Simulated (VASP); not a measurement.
Output of a VASP run:

File OSZICAR:
```
       N       E                     dE             d eps       ncg     rms          rms(c)
DAV:   1     0.824877484781E+02    0.82488E+02   -0.91997E+03   926   0.188E+03
DAV:   2     0.233820791453E+01   -0.80150E+02   -0.77771E+02  1015   0.317E+02
DAV:   3    -0.363993468246E+01   -0.59781E+01   -0.59480E+01  1105   0.744E+01
DAV:   4    -0.374842974061E+01   -0.10850E+00   -0.10846E+00  1102   0.111E+01
DAV:   5    -0.374991865971E+01   -0.14889E-02   -0.14889E-02  1078   0.105E+00    0.283E+00
DAV:   6    -0.360563339570E+01    0.14429E+00   -0.24928E-01  1413   0.993E+00    0.169E+00
DAV:   7    -0.358049581027E+01    0.25138E-01   -0.66428E-02  1258   0.230E+00    0.522E-01
DAV:   8    -0.358023639592E+01    0.25941E-03   -0.90614E-03  1020   0.128E+00    0.900E-02
DAV:   9    -0.358056410604E+01   -0.32771E-03   -0.87331E-04  1043   0.383E-01    0.501E-02
DAV:  10    -0.358061250881E+01   -0.48403E-04   -0.60049E-05  1099   0.852E-02    0.283E-02
DAV:  11    -0.358064994514E+01   -0.37436E-04   -0.53293E-05   950   0.652E-02    0.221E-03
DAV:  12    -0.358065036938E+01   -0.42424E-06   -0.11439E-06  1128   0.163E-02    0.121E-03
DAV:  13    -0.358065059833E+01   -0.22895E-06   -0.37963E-07   970   0.488E-03    0.639E-04
DAV:  14    -0.358065059797E+01    0.35925E-09   -0.50298E-09   620   0.664E-04
   1 F= -.35806506E+01 E0= -.35806506E+01  d E =0.000000E+00
```

File OUTCAR:
```
------------------------ aborting loop because EDIFF is reached ----------------------------------------
  FORCE on cell =-STRESS in cart. coord.  units (eV):
  Direction    XX          YY          ZZ          XY          YZ          ZX
  --------------------------------------------------------------------------------------
  Total        0.0063353      0.0063353      0.0063353      0.0000000      0.0000000     -0.0000000
  in kB        0.2216215      0.2216215      0.2216215      0.0000000      0.0000000     -0.0000000
  external PRESSURE =       0.2216215 kB  Pullay stress =       0.0000000 kB
  volume of cell :       45.80
      direct lattice vectors                 reciprocal lattice vectors
     0.000000000  2.839739241  2.839739241    -0.176072504  0.176072504  0.176072504
     2.839739241  0.000000000  2.839739241     0.176072504 -0.176072504  0.176072504
     2.839739241  2.839739241  0.000000000     0.176072504  0.176072504 -0.176072504
  FREE ENERGIE OF THE ION-ELECTRON SYSTEM (eV)
  ---------------------------------------------------
  free  energy   TOTEN  =        -3.5806505980 eV

  energy  without entropy=       -3.5806505980  energy(sigma->0) =       -3.58065060

 total charge

# of ion       s       p       d       tot
------------------------------------------
    1        0.887   0.792   9.992  11.671
    2        1.213   1.582   0.030   2.825
--------------------------------------------------
tot          2.099   2.374  10.022  14.496
```
(Selected blocks of OUTCAR.)

POSCAR:
```
GaAs
1
    0.0000000000     2.8397392409     2.8397392409
    2.8397392409    -0.0000000000     2.8397392409
    2.8397392409     2.8397392409    -0.0000000000
Ga As
1 1
Direct
  0.0000000000   0.0000000000   0.0000000000
  0.2500000000   0.2500000000   0.2500000000
```

Question: Write an INCAR and KPOINTS that could have produced this output.

Answer: One answer among several that fit: the input of the run itself, vdW-DF-cx, plane waves, VASP's PBE PAW potentials (set 64).

**INCAR**
```
SYSTEM = GaAs
PREC = Accurate; ENCUT = 520; LREAL = F
LASPH = T
EDIFF = 1E-7; NELM = 100; ALGO = Normal
LMAXMIX = 4
ISMEAR = -5
GGA = CX; LUSE_VDW = T; AGGAC = 0.0
ISIF = 2
LWAVE = F; LCHARG = T; LORBIT = 11
NEDOS = 601
```

KPOINTS:
```
kpoints
0
gamma
9 9 9
```

POTCAR, in this order: Ga_d As (PBE.64 set). Program: vasp_std.

The compound is GaAs in the zinc blende structure. It was relaxed first.
